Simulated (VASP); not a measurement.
Energy against volume of Tm (hcp). The numbers are results of PBE GGA with D3 dispersion (zero damping), VASP's PBE PAW potentials (set 64) (plane waves; VASP 6.6.1), not measurements. Run with 520 eV cut-off, 12×12×7 Γ-centred mesh, first-order Methfessel-Paxton smearing of 0.10 eV, potentials Tm_3.

The 4f electrons are frozen in the core of the lanthanide potential, so 4f levels, which can set the real gap, and their magnetism are missing.

Shape and ions are relaxed at each volume.

```csv
V (Å³/atom),E (eV/atom)
27.189,-4.76182
28.057,-4.77603
28.925,-4.78159
29.792,-4.77933
```

Fit these four points and predict the energy of the run at 30.660 Å³/atom.

A cubic in V^(−2/3), the third-order Birch-Murnaghan form, passes through the four points with V0 = 29.09 Å³/atom and B0 = 47 GPa, and gives -4.7700 eV/atom there. The run gave -4.7701 eV/atom, -0.1 meV/atom from the fit; all five points give B0 = 47 GPa.

The compound is Tm in the hcp structure. It was relaxed first.
